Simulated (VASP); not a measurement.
Sn, 2 atoms in the cell. It takes space group I4_1/amd (No. 141, tetragonal). The conventional cell has a = 5.839 Å, b = 5.839 Å, c = 3.188 Å, α = 90.00°, β = 90.00°, γ = 90.00°. Sn (site symmetry -4m2) has 6 Sn at 3.03 to 3.19 Å as nearest neighbours. 

```yaml
Program: VASP 6.6.1
Task: relaxation of cell and atoms
Functional: PBE
Potentials_or_basis: VASP PAW PBE potentials, release 64 (Sn_d)
Cutoff: 600 eV
k_mesh: 14 × 14 × 14
Occupations: methfessel-paxton, width 0.1 eV
Spin: no spin polarisation
Further_INCAR_settings: ALGO = Normal; EDIFF = 1e-06; IBRION = 2; EDIFFG = -0.01; NSW = 90; ISIF = 3
```

Potentials or basis: VASP PAW PBE potentials, release 64 (Sn_d).

Launch:

```bash
$ cat potpaw_PBE.64/Sn_d/POTCAR > POTCAR
$ mpirun -np 1 vasp_std > vasp.out
```

Hardware: 1 thread of Intel(R) Xeon(R) 6975P-C (Granite Rapids) (shared host).

Estimate the wall time of this run.

Wall time 9.4 min on 1 thread of Intel(R) Xeon(R) 6975P-C (Granite Rapids), on a shared host, peak memory 0.41 GiB. Counts: scf iterations 80, k points 244, ion steps 16.
